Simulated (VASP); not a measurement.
# LaC2: structure and properties in VASP

What structure does LaC2 take at this level, and what are its properties? The steps: full relaxation (r2SCAN + rVV10), single point with fields (r2SCAN + rVV10), band structure (r2SCAN + rVV10), density of states (r2SCAN + rVV10), volume scan with r2SCAN + rVV10, fit for r2SCAN + rVV10 and independent-particle dielectric function (r2SCAN + rVV10). The start is a cell from a database of measured crystal structures.

Method: r2SCAN with rVV10; plane waves and PAW (La, C), in VASP 6.6.1.

## (1) Set-up

Before any relaxation, the start is as follows. Symmetry: I4/mmm, No. 139, tetragonal system. Conventional cell: a = 3.934 Å, b = 3.934 Å, c = 6.572 Å, α = 90.00°, β = 90.00°, γ = 90.00°. Nearest to La lie 10 C at 2.65 to 2.85 Å. Nearest to C lie 1 C at 1.27 Å and 5 La at 2.65 to 2.85 Å. Farther neighbours are not listed.

Coordinates:

```
La C
1.0
    -1.96700    1.96700    3.28600
     1.96700   -1.96700    3.28600
     1.96700    1.96700   -3.28600
La C
1 2
Direct
  0.00000 0.00000 0.00000
  0.40300 0.40300 0.00000
  0.59700 0.59700 0.00000
```

## (2) Full relaxation (r2SCAN + rVV10)

Properties are meant for the cell that this level of theory prefers, so cell and atoms are relaxed first (ISIF = 3) until forces and stress are small; EDIFFG sets the threshold. r2SCAN adds the kinetic-energy density, costs more than a GGA and is run with LASPH. LUSE_VDW switches on a nonlocal correlation term for dispersion.

INCAR

```
SYSTEM = LaC2
PREC = Accurate
ENCUT = 520
EDIFF = 1E-06
NELM = 100
ISMEAR = 0
SIGMA = 0.05
LREAL = .FALSE.
ALGO = Normal
METAGGA = R2SCAN
LUSE_VDW = .TRUE.
IVDW_NL = 2
BPARAM = 11.95
CPARAM = 0.0093
LASPH = .TRUE.
NBANDS = 15
LORBIT = 11
LWAVE = .FALSE.
LCHARG = .FALSE.
KPAR = 2
IBRION = 2
NSW = 60
ISIF = 3
EDIFFG = -0.01
```

POSCAR

```
LaC2
1.0
   -1.9670000000      1.9670000000      3.2860000000
    1.9670000000     -1.9670000000      3.2860000000
    1.9670000000      1.9670000000     -3.2860000000
La C
1 2
Direct
    0.0000000000      0.0000000000      0.0000000000
    0.4030000000      0.4030000000      0.0000000000
    0.5970000000      0.5970000000      0.0000000000
```

KPOINTS

```
Automatic mesh
0
Gamma
7 7 7
0 0 0
```

Potentials, in the order of the species: La and C (PBE family, release 64).

Started as:

```console
mpirun -np 2 vasp_std
```

The log of the run:

```text
[banner, memory and clock lines left out]
running    2 mpi-ranks, on    1 nodes
 distrk:  each k-point on    1 cores,    2 groups
 distr:  one band on    1 cores,    1 groups

 POSCAR found type information on POSCAR LaC
 POSCAR found :  2 types and       3 ions
|                                                                             |
|               ----> ADVICE to this user running VASP <----                  |
|                                                                             |
|     You have switched on vdW-DFT.                                           |
|     This routine was written and supplied by Jiri Klimes. We recommend      |
|     that you carefully read and cite the following publications:            |
|       J. Klimes, D.R. Bowler, A. Michelides                                 |
|          J. Phys.: Cond Matt. 22 022201 (2010)                              |
|       J. Klimes, D.R. Bowler, A. Michelides                                 |
|          Phys. Rev. B. 83, 195131 (2011)                                    |
|     and references therein.                                                 |
|                                                                             |

|                                                                             |
|               ----> ADVICE to this user running VASP <----                  |
|                                                                             |
|     You enforced a specific xc type in the INCAR file but a different       |
|     [... a line on the potential file left out ...]
|     I HOPE YOU KNOW WHAT YOU ARE DOING!                                     |
|                                                                             |

 LDA part: xc-table for (None), standard interpolation
 POSCAR, INCAR and KPOINTS ok, starting setup
 FFT: planning ... GRIDC
 FFT: planning ... GRID_SOFT
 FFT: planning ... GRID
 WAVECAR not read
 entering main loop
       N       E                     dE             d eps       ncg     rms          rms(c)
Total rVV10 correction in eV:      0.2778054    19.4986125
Total rVV10 correction in eV:      0.2778054    19.4986125
DAV:   1     0.140036460625E+03    0.14004E+03   -0.73637E+03  1216   0.176E+03
DAV:   2    -0.301973850721E+02   -0.17023E+03   -0.16411E+03  1680   0.268E+02
DAV:   3    -0.563957239584E+02   -0.26198E+02   -0.25100E+02  2030   0.129E+02
DAV:   4    -0.575663984820E+02   -0.11707E+01   -0.11663E+01  1940   0.283E+01
DAV:   5    -0.576385813000E+02   -0.72183E-01   -0.72168E-01  1868   0.608E+00    0.806E+00
Total rVV10 correction in eV:      0.3051897    19.4986126
Total rVV10 correction in eV:      0.3051897    19.4986126
DAV:   6    -0.502959858692E+02    0.73426E+01   -0.72935E+00  1997   0.191E+01    0.431E+00
Total rVV10 correction in eV:      0.3223604    19.4986126
Total rVV10 correction in eV:      0.3223604    19.4986126
DAV:   7    -0.502727852370E+02    0.23201E-01   -0.20572E+00  2056   0.967E+00    0.224E+00
Total rVV10 correction in eV:      0.3255869    19.4986146
Total rVV10 correction in eV:      0.3255869    19.4986146
DAV:   8    -0.503085058549E+02   -0.35721E-01   -0.55508E-01  2120   0.659E+00    0.870E-01
Total rVV10 correction in eV:      0.3312580    19.4986766
Total rVV10 correction in eV:      0.3312580    19.4986766
DAV:   9    -0.502829659586E+02    0.25540E-01   -0.11981E-01  2045   0.262E+00    0.234E-01
Total rVV10 correction in eV:      0.3321668    19.4987584
Total rVV10 correction in eV:      0.3321668    19.4987584
DAV:  10    -0.502831684894E+02   -0.20253E-03   -0.20277E-02  2098   0.121E+00    0.119E-01
Total rVV10 correction in eV:      0.3327628    19.4988329
Total rVV10 correction in eV:      0.3327628    19.4988329
DAV:  11    -0.502836470796E+02   -0.47859E-03   -0.69546E-04  1960   0.248E-01    0.709E-02
Total rVV10 correction in eV:      0.3327458    19.4988469
Total rVV10 correction in eV:      0.3327458    19.4988469
DAV:  12    -0.502835584376E+02    0.88642E-04   -0.68130E-04  2108   0.232E-01    0.216E-02
Total rVV10 correction in eV:      0.3328431    19.4988647
Total rVV10 correction in eV:      0.3328431    19.4988647
DAV:  13    -0.502836080753E+02   -0.49638E-04   -0.12604E-04  2094   0.847E-02    0.101E-02
Total rVV10 correction in eV:      0.3328959    19.4988776
Total rVV10 correction in eV:      0.3328959    19.4988776
DAV:  14    -0.502836982207E+02   -0.90145E-04   -0.15361E-05  2086   0.367E-02    0.420E-03
Total rVV10 correction in eV:      0.3328664    19.4988746
Total rVV10 correction in eV:      0.3328664    19.4988746
DAV:  15    -0.502836977716E+02    0.44905E-06   -0.33311E-05  1747   0.518E-02    0.680E-03
Total rVV10 correction in eV:      0.3328653    19.4988739
Total rVV10 correction in eV:      0.3328653    19.4988739
DAV:  16    -0.502837091511E+02   -0.11379E-04   -0.41074E-05  2022   0.462E-02    0.138E-02
Total rVV10 correction in eV:      0.3328665    19.4988746
Total rVV10 correction in eV:      0.3328665    19.4988746
DAV:  17    -0.502836975388E+02    0.11612E-04   -0.27668E-05  1726   0.482E-02    0.913E-03
Total rVV10 correction in eV:      0.3328703    19.4988757
Total rVV10 correction in eV:      0.3328703    19.4988757
DAV:  18    -0.502836954561E+02    0.20826E-05   -0.21484E-05  2076   0.313E-02    0.363E-03
Total rVV10 correction in eV:      0.3328699    19.4988759
Total rVV10 correction in eV:      0.3328699    19.4988759
DAV:  19    -0.502836956962E+02   -0.24006E-06   -0.60879E-07  1201   0.604E-03
Total rVV10 correction in eV:      0.3328763    19.4988797
Total rVV10 correction in eV:      0.3328763    19.4988797
Total rVV10 correction in eV:      0.3328701    19.4988761
Total rVV10 correction in eV:      0.3328701    19.4988761
   1 F= -.50283696E+02 E0= -.50282624E+02  d E =-.502837E+02
 curvature:   0.00 expect dE= 0.000E+00 dE for cont linesearch  0.000E+00
 trial: gam= 0.00000 g(F)=  0.985E-01 g(S)=  0.186E-01 ort = 0.000E+00 (trialstep = 0.100E+01)
 search vector abs. value=  0.117E+00
 bond charge predicted
       N       E                     dE             d eps       ncg     rms          rms(c)
Total rVV10 correction in eV:      0.3299999    19.4988573
Total rVV10 correction in eV:      0.3299999    19.4988573
DAV:   1    -0.500227547724E+02    0.26094E+00   -0.16387E+01  1237   0.413E+01    0.144E+00
Total rVV10 correction in eV:      0.3281212    19.4988564
Total rVV10 correction in eV:      0.3281212    19.4988564
DAV:   2    -0.500333725274E+02   -0.10618E-01   -0.68687E-01  1865   0.949E+00    0.110E+00
Total rVV10 correction in eV:      0.3280818    19.4988458
Total rVV10 correction in eV:      0.3280818    19.4988458
DAV:   3    -0.500201345402E+02    0.13238E-01   -0.17490E-01  2043   0.400E+00    0.466E-01
Total rVV10 correction in eV:      0.3292892    19.4988549
Total rVV10 correction in eV:      0.3292892    19.4988549
DAV:   4    -0.500181002381E+02    0.20343E-02   -0.45539E-02  2054   0.170E+00    0.382E-01
Total rVV10 correction in eV:      0.3298233    19.4988517
Total rVV10 correction in eV:      0.3298233    19.4988517
DAV:   5    -0.500169588452E+02    0.11414E-02   -0.41716E-03  1961   0.818E-01    0.585E-02
Total rVV10 correction in eV:      0.3297284    19.4988528
Total rVV10 correction in eV:      0.3297284    19.4988528
DAV:   6    -0.500169847839E+02   -0.25939E-04   -0.14147E-03  2059   0.277E-01    0.400E-02
Total rVV10 correction in eV:      0.3298028    19.4988594
Total rVV10 correction in eV:      0.3298028    19.4988594
DAV:   7    -0.500169800241E+02    0.47598E-05   -0.14261E-04  2003   0.995E-02    0.813E-03
Total rVV10 correction in eV:      0.3298010    19.4988614
Total rVV10 correction in eV:      0.3298010    19.4988614
DAV:   8    -0.500169842699E+02   -0.42457E-05   -0.85032E-06  1933   0.256E-02    0.695E-03
Total rVV10 correction in eV:      0.3298174    19.4988664
Total rVV10 correction in eV:      0.3298174    19.4988664
DAV:   9    -0.500169907383E+02   -0.64685E-05   -0.83466E-06  2155   0.245E-02    0.185E-03
Total rVV10 correction in eV:      0.3298176    19.4988664
Total rVV10 correction in eV:      0.3298176    19.4988664
DAV:  10    -0.500169911921E+02   -0.45373E-06   -0.34848E-07  1174   0.675E-03
Total rVV10 correction in eV:      0.3298240    19.4988679
Total rVV10 correction in eV:      0.3298240    19.4988679
Total rVV10 correction in eV:      0.3298236    19.4988684
Total rVV10 correction in eV:      0.3298236    19.4988684
   2 F= -.50016991E+02 E0= -.50016657E+02  d E =0.266705E+00
[... from here on, the cycles between the ionic steps are left out ...]
   3 F= -.50291267E+02 E0= -.50290359E+02  d E =-.757083E-02
   4 F= -.50291319E+02 E0= -.50290393E+02  d E =-.762333E-02
   5 F= -.50291319E+02 E0= -.50290389E+02  d E =-.762350E-02
   6 F= -.50291703E+02 E0= -.50290850E+02  d E =-.384189E-03
   7 F= -.50291731E+02 E0= -.50290862E+02  d E =-.411589E-03
   8 F= -.50291730E+02 E0= -.50290862E+02  d E =-.410538E-03
   9 F= -.50291691E+02 E0= -.50290847E+02  d E =0.383185E-04
 trial-energy change:    0.000038  1 .order    0.000036   -0.000020    0.000093
 step:   0.1414(harm=  0.1414)  dis= 0.00011  next Energy=   -50.291732 (dE=-0.180E-05)
 bond charge predicted
       N       E                     dE             d eps       ncg     rms          rms(c)
Total rVV10 correction in eV:      0.3317906    19.4988751
Total rVV10 correction in eV:      0.3317906    19.4988751
DAV:   1    -0.502917316799E+02   -0.39769E-04   -0.16250E-03  1283   0.331E-01    0.137E-02
Total rVV10 correction in eV:      0.3317877    19.4988749
Total rVV10 correction in eV:      0.3317877    19.4988749
DAV:   2    -0.502917333598E+02   -0.16799E-05   -0.56229E-05  1866   0.791E-02    0.103E-02
Total rVV10 correction in eV:      0.3317747    19.4988748
Total rVV10 correction in eV:      0.3317747    19.4988748
DAV:   3    -0.502917318682E+02    0.14915E-05   -0.25572E-05  2082   0.450E-02    0.423E-03
Total rVV10 correction in eV:      0.3317679    19.4988747
Total rVV10 correction in eV:      0.3317679    19.4988747
DAV:   4    -0.502917313439E+02    0.52433E-06   -0.79889E-06  2067   0.256E-02
Total rVV10 correction in eV:      0.3317602    19.4988751
Total rVV10 correction in eV:      0.3317602    19.4988751
Total rVV10 correction in eV:      0.3317584    19.4988749
Total rVV10 correction in eV:      0.3317584    19.4988749
  10 F= -.50291731E+02 E0= -.50290868E+02  d E =-.160756E-05
 curvature:  -0.07 expect dE=-0.125E-06 dE for cont linesearch -0.548E-08
 trial: gam= 0.11143 g(F)=  0.220E-06 g(S)=  0.148E-05 ort =-0.141E-05 (trialstep = 0.663E+00)
 search vector abs. value=  0.172E-05
 reached required accuracy - stopping structural energy minimisation
```

It took 9.2 min on 2 MPI ranks of AMD EPYC 7R43, shared host; peak memory 0.62 GiB; 18 min of CPU time.

The logs omit lines about the potential files and the build; timing stands in the text.

OUTCAR, selected parts (step 2):

```text
ion  position               nearest neighbor table
   1  0.000  0.000  0.000-   2 2.65   3 2.65   3 2.85   2 2.85   3 2.85   3 2.85   3 2.85   2 2.85
                             2 2.85   2 2.85
   2  0.403  0.403  0.000-   3 1.27   1 2.65   1 2.85   1 2.85   1 2.85   1 2.85
   3  0.597  0.597  0.000-   2 1.27   1 2.65   1 2.85   1 2.85   1 2.85   1 2.85

  LATTYP: Found a body centered tetragonal cell.
 ALAT       =     3.9340000000
 C/A-ratio  =     1.6705643111

 Subroutine GETGRP returns: Found 16 space group operations
 (whereof 16 operations were pure point group operations)

The static configuration has the point symmetry D_4h.

 Found     40 irreducible k-points:

   k-points           NKPTS =     40   k-points in BZ     NKDIM =     40   number of bands    NBANDS=     15

   dimension x,y,z NGX =    32 NGY =   32 NGZ =   32
   dimension x,y,z NGXF=    64 NGYF=   64 NGZF=   64

   ENCUT  =  520.0 eV  38.22 Ry    6.18 a.u.   8.01  8.01  8.01*2*pi/ulx,y,z

   NELECT =      19.0000    total number of electrons

 k-points in reciprocal lattice and weights: Automatic mesh
   0.00000000  0.00000000  0.00000000       0.003
   0.14285714  0.00000000 -0.00000000       0.023
   0.28571429 -0.00000000  0.00000000       0.023
   0.42857143 -0.00000000  0.00000000       0.023
   0.14285714  0.14285714  0.00000000       0.023
   0.28571429  0.14285714  0.00000000       0.047
   0.42857143  0.14285714  0.00000000       0.047
  -0.42857143  0.14285714  0.00000000       0.047
  -0.28571429  0.14285714  0.00000000       0.047
[...]
-0.42857143  0.42857143  0.42857143       0.012
  -0.42857143 -0.42857143  0.42857143       0.006

 average (electrostatic) potential at core
       1-102.2256       2 -49.1355       3 -49.1355

 E-fermi :   7.4790

 k-point     1 :       0.0000    0.0000    0.0000
  band No.  band energies     occupation
    ...
      7       2.3264      2.00000
      8       4.0035      2.00000
      9       4.0035      2.00000
     10       7.3716      1.99762
     11       7.3716      1.99762
     12       8.1416      0.00000
     13       9.7033      0.00000
     14      10.3767      0.00000
     15      10.4488      0.00000

 k-point     2 :       0.1429    0.0000   -0.0000
  band No.  band energies     occupation
    ...
      6       1.3024      2.00000
      7       2.9593      2.00000
      8       3.6762      2.00000
      9       3.7042      2.00000
     10       7.4687      1.22855
     11       7.6605      0.00000
     12       8.4544      0.00000
     13       9.9258      0.00000
     14      10.3677      0.00000
     15      10.4139      0.00000

 k-point     3 :       0.2857   -0.0000    0.0000
  band No.  band energies     occupation
    ...
      5      -7.2434      2.00000
      6       0.6842      2.00000
      7       2.7435      2.00000
      8       3.0654      2.00000
      9       4.1258      2.00000
     10       7.8903      0.00000
     11       8.3926      0.00000
     12       9.2405      0.00000
     13      10.2119      0.00000
     14      10.3179      0.00000
    ...

  Total        0.0066953      0.0066953     -0.0016191      0.0000000      0.0000000      0.0000000
  in kB        0.2112310      0.2112310     -0.0510817      0.0000000      0.0000000      0.0000000
  external PRESSURE =       0.1237934 kB  Pullay stress =       0.0000000 kB

  energy-cutoff  :      520.00
  volume of cell :       50.78
      direct lattice vectors                 reciprocal lattice vectors
    -1.966142312  1.966142312  3.284243333     0.000000000  0.254305091  0.152242069
     1.966142312 -1.966142312  3.284243333     0.254305091  0.000000000  0.152242069
     1.966142312  1.966142312 -3.284243333     0.254305091  0.254305091  0.000000000

 POSITION                                       TOTAL-FORCE (eV/Angst)
 -----------------------------------------------------------------------------------
      0.00000      0.00000      0.00000         0.000000      0.000000     -0.000000
      0.00000      0.00000      2.63876         0.000000      0.000000      0.001512
      0.00000      0.00000      3.92972        -0.000000     -0.000000     -0.001512
 -----------------------------------------------------------------------------------
    total drift:                               -0.000000      0.000000      0.000000

  FREE ENERGIE OF THE ION-ELECTRON SYSTEM (eV)
  ---------------------------------------------------
  free  energy   TOTEN  =       -50.2917313439 eV

  energy  without entropy=      -50.2900054362  energy(sigma->0) =      -50.29086839

 reached required accuracy - stopping structural energy minimisation

 total charge
# of ion       s       p       d       f       tot
--------------------------------------------------
    1        1.986   5.709   0.621   0.150   8.467
    2        0.932   1.574   0.000   0.000   2.506
    3        0.932   1.574   0.000   0.000   2.506
--------------------------------------------------
tot          3.850   8.857   0.621   0.150  13.479

[... 3 further parts left out ...]
```

This run has no spin polarisation. Its electron count is odd, so without a moment it is a metal by construction. The k-mesh is coarse for a metal. The PAW data sets were made with PBE, which is usual practice but a small mismatch for other functionals. The run keeps the 16 symmetry operations of its start, so it cannot find a distortion of lower symmetry.

Relaxation path:

```tsv
step	energy less that of the first step (eV)	largest force (eV/Å)	pressure (GPa)	volume (Å³)
1	0.0000	1.0106	1.06	50.86
2	0.2667	4.5501	-7.68	51.68
3	-0.0076	0.0354	-0.46	50.96
4	-0.0076	0.0346	-0.35	50.95
5	-0.0076	0.0518	-0.33	50.95
6	-0.0080	0.0043	0.12	50.74
7	-0.0080	0.0147	0.03	50.78
8	-0.0080	0.0140	0.03	50.78
9	-0.0080	0.0676	-0.09	50.80
10	-0.0080	0.0015	0.01	50.78
```

```tsv
conventional cell, symmetrised	before	after	change
a (Å)	3.934	3.932	-0.0 %
b (Å)	3.934	3.932	-0.0 %
c (Å)	6.572	6.568	-0.1 %
volume (Å³/atom)	16.95	16.93	-0.1 %
```

The relaxed structure:

```
La C
1.0
    -1.96614    1.96614    3.28424
     1.96614   -1.96614    3.28424
     1.96614    1.96614   -3.28424
La C
1 2
Cartesian
  0.0000 0.0000 0.0000
  0.0000 0.0000 2.6388
  0.0000 0.0000 3.9297
```

Numbers from this step:

* electrons: 19
* bands: 15
* irreducible k-points: 40
* symmetry operations: 16
* free energy (TOTEN): -50.2917 eV
* energy at zero smearing: -50.2909 eV
* Fermi energy: 7.479 eV
* pressure: 0.01238 GPa
* metallic: yes
* SCF cycles over all ionic steps: 69

It ends with a largest force of 0.002 eV/Å and a pressure of 0.01 GPa. The volume lies -0.1 % from that of the database's start, which holds the thermal and zero-point expansion of its experiment.

(Part 1 of 6 ends here.)

[Lines on the potential files, build, host, timing and source positions are cut from VASP's logs without a mark.]

[Logs are printed without paths, hosts, clocks, repeated set-up lines and the standing remarks that a program may print on its own settings, such as how far it seeks lower states.]

[Hosts, paths, dates, database ids (printed as entryN), source tags and the programs' standing remarks are cut or masked in the printed files.]

[A measured line is paired with the nearest computed mode of its activity, which favours agreement.]
